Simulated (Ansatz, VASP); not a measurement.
# Cross-check of Ti9Al44O84 (glassy 29TiO2-71Al2O3 (mol %)) between VASP and Ansatz

Wanted: the spread between two codes on one cell, functional and k mesh. The cell is taken from a series of runs on this material, whose earlier steps may have relaxed, scaled, displaced or heated it; both programs get it as it stands.

Program: Ansatz 0.2.0. Level of theory: plane waves, with VASP 6.6.1 beside it; single point at LDA. Results are calculated unless marked as measured.

### Step 1. Starting point

The cell holds 137 atoms: 9 Ti, 44 Al and 84 O. Its edges and angles: a = 11.468 Å, b = 11.468 Å, c = 11.468 Å, α = 90.0°, β = 90.0°, γ = 90.0°. As first built, before any earlier steps moved the atoms (in the runner's words): 137 atoms (9 Ti, 44 Al, 84 O) placed at random at 3.12 g/cm^3, melted at 4000 K for 10 ps at fixed volume with the Morse and Coulomb pair potential with partial charges (Pedone, Malavasi, Menziani, Cormack and Segre, J. Phys. Chem. B 110, 11780 (2006)). Quenched from 4000 K to 300 K at 300 K/ps and fixed volume, held 10 ps at zero pressure.

### Step 2. VASP: single point, LDA

A single point gives forces, pressure and levels at one fixed geometry, so differences don't come from the geometry; what else differs is listed under the comparison.

Lines of VASP's logs that name or quote its potential files are left out, and so is its time.

INCAR

```
SYSTEM = Ti9Al44O84
PREC = Accurate
ENCUT = 520
EDIFF = 1E-06
NELM = 120
ISMEAR = 0
SIGMA = 0.01
LREAL = Auto
ALGO = Normal
GGA = CA
NBANDS = 467
LASPH = .TRUE.
LORBIT = 11
LWAVE = .FALSE.
LCHARG = .FALSE.
ISIF = 2
GGA_COMPAT = .FALSE.
EFERMI = MIDGAP
```

POSCAR

```
Ti9Al44O84
1.0
   11.4680100000      0.0000000000      0.0000000000
    0.0000000000     11.4680100000      0.0000000000
    0.0000000000      0.0000000000     11.4680100000
Ti Al O
9 44 84
Direct
    0.4463600000      0.8099600000      0.4042300000
    0.3519600000      0.5326100000      0.8367000000
    0.1430000000      0.7736900000      0.4423900000
    0.7880100000      0.4591600000      0.5647300000
    0.2494700000      0.3650100000      0.0609200000
    0.8365100000      0.7542700000      0.5472200000
    0.3470500000      0.0984000000      0.1745300000
    0.4477500000      0.5090700000      0.3279700000
    0.9831100000      0.9449700000      0.2045900000
    0.4145100000      0.6399900000      0.0706900000
    0.0142600000      0.1621800000      0.6150800000
    0.8161800000      0.5645900000      0.1851000000
    0.9348500000      0.5204800000      0.7850300000
    0.7384100000      0.0717600000      0.1818300000
    0.7341700000      0.7420100000      0.7958400000
    0.1427700000      0.7398400000      0.9289700000
    0.5996100000      0.4591100000      0.1089200000
    0.7424400000      0.5038100000      0.9177400000
    0.1981300000      0.5628500000      0.2265000000
    0.7387000000      0.9635800000      0.9487700000
    0.6447600000      0.7204700000      0.0426200000
    0.6101400000      0.1273100000      0.6140900000
    0.5097100000      0.9340700000      0.0845300000
    0.6698500000      0.9835500000      0.4305900000
    0.3964600000      0.8031500000      0.9039000000
    0.3561000000      0.7601900000      0.6449200000
    0.2312000000      0.9390700000      0.8088900000
    0.4949400000      0.3138900000      0.4789800000
    0.0016400000      0.5145900000      0.0393500000
    0.1261500000      0.0589500000      0.3815000000
[... 101 atom lines left out ...]
    0.4262500000      0.6604800000      0.9189400000
    0.0290600000      0.5977400000      0.6968900000
    0.1699100000      0.3705000000      0.5162400000
    0.5943300000      0.7783700000      0.7513800000
    0.3137900000      0.0716400000      0.8415200000
    0.3348800000      0.2740500000      0.1535600000
```

KPOINTS

```
Automatic mesh
0
Gamma
1 1 1
0 0 0
```

PAW data sets: Ti_sv, Al and O (LDA family, release 64).

Started as:

```
$ export OMP_NUM_THREADS=3
$ mpirun -np 1 vasp_gam
```

Numbers of over 12 decimals in the logs are rounded to 6 here.

Output:

```text
[banner, memory and clock lines left out]
running    1 mpi-ranks, on    1 nodes
[...]
Offloading initialized ...    1 GPUs detected
[...]
LDA part: xc-table for (Slater(with rela. corr.)+CA(PZ))
 , standard interpolation
 POSCAR, INCAR and KPOINTS ok, starting setup
[...]
entering main loop
       N       E                     dE             d eps       ncg     rms          rms(c)
DAV:   1     0.905773120495E+04    0.90577E+04   -0.42545E+05   942   0.169E+03
DAV:   2    -0.197521139071E+02   -0.90775E+04   -0.86004E+04  1110   0.455E+02
DAV:   3    -0.125242631533E+04   -0.12327E+04   -0.12139E+04  1049   0.184E+02
DAV:   4    -0.133211710429E+04   -0.79691E+02   -0.79352E+02  1332   0.469E+01
[...]
DAV:  18    -0.113412681636E+04    0.52781E-05   -0.23632E-05  1260   0.142E-02    0.102E-02
DAV:  19    -0.113412681413E+04    0.22329E-05   -0.83151E-06  1164   0.100E-02    0.603E-03
DAV:  20    -0.113412681379E+04    0.33773E-06   -0.51007E-06  1004   0.499E-03
   1 F= -.11341268E+04 E0= -.11341268E+04  d E =0.000000E+00
```

OUTCAR, selected parts (step 2):

```text
  Total       58.7923552     15.6581393     32.0341556      6.7003114     -6.4916250      7.0816401
  in kB       62.4550056     16.6336112     34.0298217      7.1177279     -6.8960407      7.5228126
  external PRESSURE =      37.7061462 kB  Pullay stress =       0.0000000 kB

  FREE ENERGIE OF THE ION-ELECTRON SYSTEM (eV)
  ---------------------------------------------------
  free  energy   TOTEN  =     -1134.1268137887 eV

  energy  without entropy=    -1134.1268137887  energy(sigma->0) =    -1134.12681379

[... 3 further parts left out ...]
[key lines of the parts left out:]
E-fermi :   5.0702
```

The run ends at a pressure of 3.77 GPa, with forces up to 5.6 eV/Å.

### Step 3. Ansatz: single point, LDA

Ansatz runs on its default PAW (the set named soft_2) files.

The same cell, functional (in two slightly different forms) and mesh now go to Ansatz, which takes its cutoff from its data sets.

input.yaml

```yaml
crystal:
  lattice:
    - [11.46801, 0.0, 0.0]
    - [0.0, 11.46801, 0.0]
    - [0.0, 0.0, 11.46801]
  atoms:
    - { symbol: Ti, position: [0.44636, 0.80996, 0.40423] }
    - { symbol: Ti, position: [0.35196, 0.53261, 0.8367] }
    - { symbol: Ti, position: [0.143, 0.77369, 0.44239] }
    - { symbol: Ti, position: [0.78801, 0.45916, 0.56473] }
    - { symbol: Ti, position: [0.24947, 0.36501, 0.06092] }
    - { symbol: Ti, position: [0.83651, 0.75427, 0.54722] }
    - { symbol: Ti, position: [0.34705, 0.0984, 0.17453] }
    - { symbol: Ti, position: [0.44775, 0.50907, 0.32797] }
    - { symbol: Ti, position: [0.98311, 0.94497, 0.20459] }
    - { symbol: Al, position: [0.41451, 0.63999, 0.07069] }
    - { symbol: Al, position: [0.01426, 0.16218, 0.61508] }
    - { symbol: Al, position: [0.81618, 0.56459, 0.1851] }
    - { symbol: Al, position: [0.93485, 0.52048, 0.78503] }
    - { symbol: Al, position: [0.73841, 0.07176, 0.18183] }
    - { symbol: Al, position: [0.73417, 0.74201, 0.79584] }
    - { symbol: Al, position: [0.14277, 0.73984, 0.92897] }
    - { symbol: Al, position: [0.59961, 0.45911, 0.10892] }
    - { symbol: Al, position: [0.74244, 0.50381, 0.91774] }
    - { symbol: Al, position: [0.19813, 0.56285, 0.2265] }
    - { symbol: Al, position: [0.7387, 0.96358, 0.94877] }
    - { symbol: Al, position: [0.64476, 0.72047, 0.04262] }
    - { symbol: Al, position: [0.61014, 0.12731, 0.61409] }
    - { symbol: Al, position: [0.50971, 0.93407, 0.08453] }
    - { symbol: Al, position: [0.66985, 0.98355, 0.43059] }
    - { symbol: Al, position: [0.39646, 0.80315, 0.9039] }
    - { symbol: Al, position: [0.3561, 0.76019, 0.64492] }
    - { symbol: Al, position: [0.2312, 0.93907, 0.80889] }
    - { symbol: Al, position: [0.49494, 0.31389, 0.47898] }
    - { symbol: Al, position: [0.00164, 0.51459, 0.03935] }
    - { symbol: Al, position: [0.12615, 0.05895, 0.3815] }
[... 101 atom lines left out ...]
    - { symbol: O, position: [0.42625, 0.66048, 0.91894] }
    - { symbol: O, position: [0.02906, 0.59774, 0.69689] }
    - { symbol: O, position: [0.16991, 0.3705, 0.51624] }
    - { symbol: O, position: [0.59433, 0.77837, 0.75138] }
    - { symbol: O, position: [0.31379, 0.07164, 0.84152] }
    - { symbol: O, position: [0.33488, 0.27405, 0.15356] }
kpoints:
  mp_grid: { grid: [1, 1, 1] }
hamiltonian:
  xc: lda
scf:
  occupations: { method: fixed }
output:
  forces: true
```

Started as:

```
$ ansatz run input.yaml --threads 4 --pin off --max-ram 8192MiB --backend cpu --events-out ev --progress --plain --runs-dir out
```

Output:

```text
Engine: ansatz 0.2.0, aarch64-unknown-linux-gnu
Pseudopotentials: kind: paw
Pseudopotential: Ti, paw, valence charge 12, recommended cutoff 420 eV (normal), Ti.paw.azcp
Pseudopotential: Al, paw, valence charge 3, recommended cutoff 420 eV (normal), Al.paw.azcp
Pseudopotential: O, paw, valence charge 6, recommended cutoff 420 eV (normal), O.paw.azcp
Functional definition: SPW92
  exchange = slater_x
  correlation = pw_c
Crystal: 137 atoms, lattice volume = 1508.218 Å³
Basis set: ecut = 420 eV, 29423 PW (Γ)
Bands: 509, of which v1, the nominal top of the filled ones, is band 372 counted from 1 (371 counted from 0)
Symmetry: 1 space group operations
Space group: P1 (ITA 1), of the structure as read, at distance tolerance 1.1e-4 Å
k-points: 1
Non-local potential: Ti, projectors of the file, l = 0: 3, l = 1: 2, l = 2: 3, l = 3: 1
Non-local potential: Al, projectors of the file, l = 0: 2, l = 1: 2, l = 2: 1
Non-local potential: O, projectors of the file, l = 0: 2, l = 1: 2, l = 2: 1
PAW form: soft (Blöchl's): semilocal exchange-correlation on the pseudo side does not see the compensation charge
PAW frozen core: Ti, regenerated for the run's functional, and the local potential with it (the file was generated under x = pbe(κ = 0.804, μ = 0.219515), c = pbe(β = 0.066725))
PAW frozen core: Al, regenerated for the run's functional, and the local potential with it (the file was generated under x = pbe(κ = 0.804, μ = 0.219515), c = pbe(β = 0.066725))
PAW frozen core: O, regenerated for the run's functional, and the local potential with it (the file was generated under x = pbe(κ = 0.804, μ = 0.219515), c = pbe(β = 0.066725))
PAW one-centre angular grid: Ti, 590 points (default); XC on 64 Gauss nodes
PAW one-centre angular grid: Al, 110 points (default); XC on 64 Gauss nodes
PAW one-centre angular grid: O, 110 points (default); XC on 64 Gauss nodes
Initial density: superposition of atomic densities (neutral atoms: chi_scale 0, normalization atom), corrected by the library's trained network
Initial wavefunctions: pseudopotential atomic-orbital guess
Functional: x = slater, c = lda
SCF iter   1: F=—  HF=-91442.717288 eV  |F-HF|=—  |Δ(HF+E_count)|=         —  Δρ=1.58e-2  dr2=3.58e0  ethr=1.77e-3  ⟨swp⟩=5.0  Hψ=1594  notcnv=0  defer=134
preconditioner: auto → Resta (q_TF=auto, 2.425 Å⁻¹)  ε∞=4.3  [insulator: Δε(μ)=2.225 eV  Ē_g=13.625 eV  n_scr=364 (ndim 8)  ℏωp=24.8 eV  f_vac=0.055  ε∞_Penn≈4.3]
SCF iter   2: F=—  HF=-91441.842585 eV  |F-HF|=—  |Δ(HF+E_count)|=   8.75e-1  Δρ=6.66e-3  dr2=5.45e-1  ethr=4.82e-4  ⟨swp⟩=2.0  Hψ=787  notcnv=0  defer=132
SCF iter   3: F=—  HF=-91441.746630 eV  |F-HF|=—  |Δ(HF+E_count)|=   9.60e-2  Δρ=2.82e-3  dr2=1.14e-1  ethr=7.32e-5  ⟨swp⟩=3.0  Hψ=756  notcnv=0  defer=114
automatic band count: iteration 3 solves 488 bands in place of 509: the levels show a gap, and the empty bands left out lie too high to hold charge; the band table lists the bands solved (type scf.n_extra_bands for more)
SCF iter   4: F=—  HF=-91441.724889 eV  |F-HF|=—  |Δ(HF+E_count)|=   2.17e-2  Δρ=1.29e-3  dr2=2.55e-2  ethr=1.53e-5  ⟨swp⟩=2.0  Hψ=647  notcnv=0  defer=114
SCF iter   5: F=—  HF=-91441.718403 eV  |F-HF|=—  |Δ(HF+E_count)|=   6.49e-3  Δρ=4.93e-4  dr2=4.31e-3  ethr=3.43e-6  ⟨swp⟩=3.0  Hψ=644  notcnv=0  defer=114
SCF iter   6: F=—  HF=-91441.717571 eV  |F-HF|=—  |Δ(HF+E_count)|=   8.32e-4  Δρ=1.59e-4  dr2=5.00e-4  ethr=5.80e-7  ⟨swp⟩=2.0  Hψ=751  notcnv=0  defer=114
SCF iter   7: F=—  HF=-91441.717532 eV  |F-HF|=—  |Δ(HF+E_count)|=   3.92e-5  Δρ=8.01e-5  dr2=1.24e-4  ethr=6.72e-8  ⟨swp⟩=2.0  Hψ=645  notcnv=0  defer=112
SCF iter   8: F=—  HF=-91441.717523 eV  |F-HF|=—  |Δ(HF+E_count)|=   8.52e-6  Δρ=3.93e-5  dr2=2.71e-5  ethr=1.67e-8  ⟨swp⟩=2.0  Hψ=653  notcnv=0  defer=110
SCF iter   9: F=—  HF=-91441.717399 eV  |F-HF|=—  |Δ(HF+E_count)|=   1.24e-4  Δρ=1.41e-5  dr2=3.29e-6  ethr=3.64e-9  ⟨swp⟩=2.0  Hψ=766  notcnv=0  defer=110
SCF iter  10: F=—  HF=-91441.717399 eV  |F-HF|=—  |Δ(HF+E_count)|=   2.68e-7  Δρ=9.31e-6  dr2=1.40e-6  ethr=4.42e-10  ⟨swp⟩=2.0  Hψ=738  notcnv=0  defer=110
SCF iter  11: F=—  HF=-91441.717399 eV  |F-HF|=—  |Δ(HF+E_count)|=   2.17e-8  Δρ=4.32e-6  dr2=3.04e-7  ethr=1.88e-10  ⟨swp⟩=2.0  Hψ=749  notcnv=0  defer=110
SCF iter  12: F=-91441.717399 eV  HF=-91441.717399 eV  |F-HF|=5.41e-8  |Δ(HF+E_count)|=   7.23e-9  Δρ=2.29e-6  dr2=8.94e-8  ethr=1.34e-11  ⟨swp⟩=4.0  Hψ=1447  notcnv=0
SCF 1 converged in 12 iterations: F = -91441.717399 eV  dr2 = 8.94e-8
  greatest PAW one-centre occupation: 0.999 electrons in one spin orbital (limit 2), on the Ti atom at site 1 (counted from 0), in its partial waves of l = 0
SCF converged after 12 iterations
Free energy (F): -91441.717399 eV
Harris-Foulkes:  -91441.717399 eV  (|F-HF|=5.41e-8)
Internal energy: -91441.717399 eV  (E = F + TS)
E sigma→0 (E₀):  -91441.717399 eV
Fermi energy:    5.668183 eV
--- Per-component energies (eV) ---
  E_band       = -3266.074312
  E_kinetic    = 18482.754465
  E_local      = -48897.231637  (includes V_loc(G=0)·N_el)
  E_nonlocal   = 4736.498222
  E_hartree    = 18799.663577
  E_xc         = -8779.045276
  E_vxc        = -10328.290040  (∫ρ·V_xc dr)
  E_paw        = -40907.539352  (= ΣΔE_a)
  E_vpaw       = -4859.358138  (= ΣTr[D̂ρ^β])
  E_aug_tail   = 0.216684  (compensation charges beyond the density's cutoff)
  E_ewald      = -34890.560567
  E_core_change = 13.526485  (= ΣΔE_core)
  E_smearing   = -0.000000  (= −TS)
  E_closure    = -0.000000  (closes the sum)
  Σ components = -91441.717399   (vs F -91441.717399, Δ=0.00e0)
--- Forces (eV/Å), atoms counted from 1 ---
  atom   1  Ti    -1.75162284    -0.70657286     0.20085665
  atom   2  Ti    -2.56820534     1.07526676    -1.19769472
  atom   3  Ti     0.57168453     0.13631485    -0.90707029
  atom   4  Ti     0.38876693    -0.99946182    -1.47052450
  atom   5  Ti     0.63693757    -1.04431327    -0.66282641
  atom   6  Ti     0.27953764    -0.36987420    -0.69035473
  atom   7  Ti    -5.19328272    -0.27850421    -2.01982223
  atom   8  Ti     0.15221884     0.59898683     1.24607253
  atom   9  Ti    -0.11352186    -1.21505066     0.42224265
  atom  10  Al    -0.86700343    -0.82106964     1.56872769
  atom  11  Al     0.04650280    -0.53150639     0.37297349
  atom  12  Al     0.08997872     0.12714812    -0.55047795
  atom  13  Al     1.35267474     1.61185596    -2.25454279
  atom  14  Al     0.51493221    -1.20356828     0.24554000
  atom  15  Al     0.22877628    -0.09001617     0.27743421
  atom  16  Al    -1.08706171    -0.53954229    -1.88859572
  atom  17  Al    -0.10752302     1.66209435     0.07130497
  atom  18  Al     0.82068831     1.10836888     0.64730278
  atom  19  Al    -1.49002445     0.16727979     0.56995200
  atom  20  Al    -0.02879745    -0.66373064     2.98777771
  atom  21  Al     0.74100747    -1.18692589     0.40745227
  atom  22  Al    -1.08730593     2.13540636    -0.23742895
  atom  23  Al     0.78480457     1.16393946    -1.91947807
  atom  24  Al     0.44246492    -0.40374528     0.53001973
[...]
atom 130  O      2.19919449     0.59940516    -1.26139217
  atom 131  O     -0.32463685     1.46460834     0.88478291
  atom 132  O     -0.01908460    -1.28684316    -0.06634132
  atom 133  O     -2.34887677    -0.58051794     0.28510283
  atom 134  O     -0.19299650    -0.38254746    -0.21312440
  atom 135  O     -0.22338943    -0.37869327    -0.51642360
  atom 136  O      0.47983139    -0.83356689     0.03225109
  atom 137  O      0.08449635     0.67095192    -0.16109278
  max |Σ_I F_I| component: 1.89e-4 eV/Å
```

Reading the cycles: dr2 is the Hartree energy of the density residual (eV), the measure of convergence; HF is the Harris–Foulkes estimate of the energy, which meets the free energy F at convergence.

### Step 4. Differences

Known differences besides the potentials themselves: the two LDA forms differ slightly; fixed occupations in Ansatz, narrow Gaussian smearing in VASP; the cutoff is 420 eV in Ansatz and 520 eV in VASP (PREC = Accurate, projectors in real space); VASP's log shows a relativistic correction to its local exchange, Ansatz's none. Total energies have different zeros and are not compared.

The two programs side by side:

| quantity | Ansatz | VASP | difference |
| --- | --- | --- | --- |
| gap on the k mesh (eV) | 2.338 | 2.304 | +0.034 |

Forces on 10 of the 137 atoms, those with the largest forces and the largest differences (eV/Å; atoms numbered as in POSCAR):

| atom | Ansatz x, y, z | VASP x, y, z |
| --- | --- | --- |
| Ti2 | -2.568, 1.075, -1.198 | -2.665, 1.180, -1.262 |
| Ti7 | -5.193, -0.279, -2.020 | -5.233, -0.275, -2.096 |
| Al13 | 1.353, 1.612, -2.255 | 1.319, 1.627, -2.278 |
| Al20 | -0.029, -0.664, 2.988 | -0.023, -0.699, 3.122 |
| Al35 | 0.807, -1.245, 0.453 | 0.953, -1.270, 0.370 |
| Al40 | -1.190, 2.536, -1.738 | -1.215, 2.607, -1.759 |
| O66 | 1.532, 0.726, -1.228 | 1.673, 0.787, -1.161 |
| O72 | -2.388, 2.462, 0.966 | -2.501, 2.497, 1.021 |
| O89 | 2.372, -0.214, 2.913 | 2.432, -0.260, 3.012 |
| O91 | 0.993, 1.584, 1.262 | 1.098, 1.702, 1.336 |

The forces differ by 53 meV/Å r.m.s., which is 5.1 % of the r.m.s. force of 1.050 eV/Å (both taken over all components). A gap on the mesh is an upper bound, since the band edges may lie between its points.

### Step 5. Outcome

| Item | Value |
| --- | --- |
| r.m.s. force difference (single point, LDA) | 5.1 % of the r.m.s. force |

In words: The r.m.s. force difference is 5.1 % of the r.m.s. force (single point, LDA), beyond the 3 % picked in this series as the mark of a large difference. What causes the difference of the single point, LDA pair stays open here. How closely two codes agree says nothing of how well the functional describes the real material.

[Lines on the potential files, build, host, timing and source positions are cut from VASP's logs without a mark.]

[Logs are printed without paths, hosts, clocks, repeated set-up lines and the standing remarks that a program may print on its own settings, such as how far it seeks lower states.]

[Hosts, paths, dates, database ids (printed as entryN), source tags and the programs' standing remarks are cut or masked in the printed files.]
